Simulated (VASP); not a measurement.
Data:

```xyz
3
Lattice="-1.8950 1.8950 3.3456 1.8950 -1.8950 3.3456 1.8950 1.8950 -3.3456" Properties=species:S:1:pos:R:3 pbc="T T T"
Sm     0.0000     0.0000     0.0000
B      0.0000     0.0000     2.5680
B      0.0000     0.0000     4.1233
```

Method: PBEsol GGA, VASP's PBE PAW potentials (set 64) (plane waves; VASP). Run with 600 eV cut-off, 10×10×10 Γ-centred mesh, first-order Methfessel-Paxton smearing of 0.10 eV, potentials Sm_3 B.

The 4f electrons are frozen in the core of the lanthanide potential, so 4f levels, which can set the real gap, and their magnetism are missing.

Estimate the energy per atom (σ→0), band gap (on the k-mesh) with the smallest direct gap where there is one.

- band gap (on the k-mesh): none (metal, semimetal or under 0.01 eV)
- energy per atom (σ→0): -5.935 eV/atom

The structure was generated: SmB2 was put into the MoSi2 type (I4/mmm), which need not be its known phase. It was relaxed first, which changed the volume by -11 %. The electron count is odd and the run is not spin-polarised, which forces a metal.
